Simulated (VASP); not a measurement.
Computed with r2SCAN meta-GGA, VASP's PBE PAW potentials (set 64) (plane waves; VASP).

VASP input:

KPOINTS:
```
K-points
0
G
 12 12 8
0 0 0
```

**INCAR**
```
# general
SYSTEM   =  Zr
PREC     =  Accurate
ENCUT    =  480   # plane-wave cut-off (eV)
LREAL    =  .False.   # projection in real space or not
LASPH    =  .True.   # aspherical one-centre terms

# electronic loop
EDIFF    =  1E-7   # SCF stop (eV)
NELM     =  100
ALGO     =  Normal
LMAXMIX  =  4   # l cut-off of mixed one-centre charges
LMIXTAU  =  .True.

# smearing
ISMEAR   =  1
SIGMA    =  0.1

# functional
METAGGA  =  R2SCAN

# ions
IBRION   =  2   # conjugate gradients
NSW      =  40   # most ionic steps
ISIF     =  3   # ions, shape and volume
EDIFFG   =  -0.01   # ionic stop
PSTRESS  =  100   # kbar

# output
LWAVE    =  .False.
LCHARG   =  .False.
```

**POSCAR**
```
Zr
1
    1.5745029846    -2.7271191126     0.0000000000
    1.5745029846     2.7271191126    -0.0000000000
    0.0000000000    -0.0000000000     4.9997430359
Zr
2
Direct
  0.3333330000   0.6666670000   0.2500000000
  0.6666670000   0.3333330000   0.7500000000
```

POTCAR, in this order: Zr_sv (PBE.64 set). Program: vasp_std.

The run wrote:

File OSZICAR:
```
       N       E                     dE             d eps       ncg     rms          rms(c)
DAV:   1     0.180137519236E+03    0.18014E+03   -0.13559E+04  3048   0.146E+03
DAV:   2    -0.412253574674E+02   -0.22136E+03   -0.21921E+03  3776   0.421E+02
DAV:   3    -0.585167506695E+02   -0.17291E+02   -0.17178E+02  5920   0.827E+01
DAV:   4    -0.588520678154E+02   -0.33532E+00   -0.33527E+00  3184   0.138E+01
DAV:   5    -0.588641581173E+02   -0.12090E-01   -0.12090E-01  4728   0.165E+00    0.206E+01
DAV:   6    -0.470307688410E+02    0.11833E+02   -0.10136E+01  3816   0.234E+01    0.563E+00
DAV:   7    -0.438106770047E+02    0.32201E+01   -0.16757E+00  3344   0.124E+01    0.116E+00
DAV:   8    -0.452579330071E+02   -0.14473E+01   -0.80062E-01  3160   0.101E+01    0.836E-01
DAV:   9    -0.448362495117E+02    0.42168E+00   -0.10404E+00  3040   0.100E+01    0.806E-01
DAV:  10    -0.449772934265E+02   -0.14104E+00   -0.17560E-01  3288   0.361E+00    0.843E-01
DAV:  11    -0.453792149973E+02   -0.40192E+00   -0.27595E-01  3152   0.437E+00    0.373E-01
DAV:  12    -0.453734195901E+02    0.57954E-02   -0.13351E-02  4440   0.946E-01    0.251E-01
DAV:  13    -0.453783769818E+02   -0.49574E-02   -0.15538E-02  3080   0.112E+00    0.101E-01
DAV:  14    -0.453807623875E+02   -0.23854E-02   -0.15900E-02  3112   0.122E+00    0.570E-02
DAV:  15    -0.453813677056E+02   -0.60532E-03   -0.18923E-03  4104   0.334E-01    0.983E-02
DAV:  16    -0.453819379852E+02   -0.57028E-03   -0.76565E-04  3504   0.252E-01    0.278E-02
DAV:  17    -0.453821274337E+02   -0.18945E-03   -0.24584E-04  4360   0.105E-01    0.249E-02
DAV:  18    -0.453820627466E+02    0.64687E-04   -0.27172E-05  3352   0.381E-02    0.175E-02
DAV:  19    -0.453820269422E+02    0.35804E-04   -0.29000E-05  3168   0.653E-02    0.879E-03
DAV:  20    -0.453820347057E+02   -0.77635E-05   -0.24141E-06  4888   0.121E-02    0.491E-03
DAV:  21    -0.453820198444E+02    0.14861E-04   -0.17909E-06  3280   0.149E-02    0.214E-03
DAV:  22    -0.453820374168E+02   -0.17572E-04   -0.10435E-06  3160   0.135E-02    0.147E-03
DAV:  23    -0.453820307949E+02    0.66219E-05   -0.15292E-07  2376   0.416E-03    0.109E-03
DAV:  24    -0.453820326152E+02   -0.18203E-05   -0.61570E-08  1712   0.264E-03    0.207E-04
DAV:  25    -0.453820319856E+02    0.62963E-06   -0.25372E-08  1712   0.154E-03    0.700E-04
DAV:  26    -0.453820327013E+02   -0.71568E-06   -0.70331E-09  1688   0.938E-04    0.316E-04
DAV:  27    -0.453820322447E+02    0.45653E-06   -0.23642E-09  1696   0.485E-04    0.193E-04
DAV:  28    -0.453820324697E+02   -0.22495E-06   -0.57164E-10  1672   0.206E-04    0.977E-05
DAV:  29    -0.453820324787E+02   -0.90449E-08   -0.26902E-10  1688   0.147E-04
   1 F= -.42702157E+02 E0= -.42702418E+02  d E =-.427022E+02
```

OUTCAR:
```
------------------------ aborting loop because EDIFF is reached ----------------------------------------
  FORCE on cell =-STRESS in cart. coord.  units (eV):
  Direction    XX          YY          ZZ          XY          YZ          ZX
  --------------------------------------------------------------------------------------
  Total        2.6769472      2.6769471      2.6674149      0.0000000      0.0000000     -0.0000000
  in kB       99.8907137     99.8907098     99.5350135      0.0000000      0.0000000     -0.0000000
  external PRESSURE =      -0.2278544 kB  Pullay stress =     100.0000000 kB
  volume of cell :       42.94
      direct lattice vectors                 reciprocal lattice vectors
     1.574502985 -2.727119113  0.000000000     0.317560529 -0.183343660  0.000000000
     1.574502985  2.727119113  0.000000000     0.317560529  0.183343660  0.000000000
     0.000000000  0.000000000  4.999743036     0.000000000  0.000000000  0.200010279
 POSITION                                       TOTAL-FORCE (eV/Angst)
 -----------------------------------------------------------------------------------
      1.57450      0.90904      1.24994         0.000000     -0.000000      0.000000
      1.57450     -0.90904      3.74981        -0.000000      0.000000      0.000000
 -----------------------------------------------------------------------------------
    total drift:                                0.000126      0.001092     -0.000019
  FREE ENERGIE OF THE ION-ELECTRON SYSTEM (eV)
  ---------------------------------------------------
  free  energy   TOTEN  =       -45.3820324787 eV

  energy  without entropy=      -45.3828160452  energy(sigma->0) =      -45.38229367
  enthalpy is  TOTEN    =       -42.7021565197 eV   P V=        2.6798759590

 reached required accuracy - stopping structural energy minimisation
```
(Selected blocks of OUTCAR.)

**OUTCAR**
```
 val. band max:        9.9443062059   @ k =   0.1667  -0.0000   0.0000

 cond. band min:       9.9861805915   @ k =   0.3333   0.3333   0.3750


 Fermi energy:         9.9808146802

 k-point     1 :       0.0000    0.0000    0.0000
  band No.  band energies     occupation
      1     -40.4296      2.00000
      2     -40.1949      2.00000
      3     -18.4631      2.00000
      4     -17.2797      2.00000
      5     -17.2797      2.00000
      6     -17.0933      2.00000
      7     -17.0933      2.00000
      8     -17.0915      2.00000
      9       3.8520      2.00000
     10       6.5387      2.00000
     11      10.9498     -0.00000
     12      10.9498     -0.00000
     13      11.1780     -0.00000
     14      11.4081     -0.00000
     15      11.7946     -0.00000
     16      11.7946     -0.00000

 k-point     2 :       0.0833   -0.0000    0.0000
  band No.  band energies     occupation
      1     -40.4178      2.00000
      2     -40.1900      2.00000
      3     -18.4342      2.00000
      4     -17.3441      2.00000
      5     -17.3008      2.00000
      6     -17.1598      2.00000
      7     -17.1038      2.00000
      8     -17.1010      2.00000
      9       4.0749      2.00000
     10       6.7362      2.00000
     11      10.4389     -0.00000
     12      10.9410     -0.00000
     13      11.1563     -0.00000
     14      11.5265     -0.00000
     15      11.6348     -0.00000
     16      11.9879      0.00000

 k-point     3 :       0.1667   -0.0000    0.0000
  band No.  band energies     occupation
      1     -40.3849      2.00000
      2     -40.1775      2.00000
      3     -18.3515      2.00000
      4     -17.5199      2.00000
      5     -17.3560      2.00000
      6     -17.3356      2.00000
      7     -17.1412      2.00000
      8     -17.1239      2.00000
      9       4.6960      2.00000
     10       7.2287      2.00000
     11       9.7513      2.00551
     12       9.9443      1.57463
     13      11.1454     -0.00000
...
```

The compound is Zr in the hcp structure. It was relaxed first under an external pressure of 10 GPa.
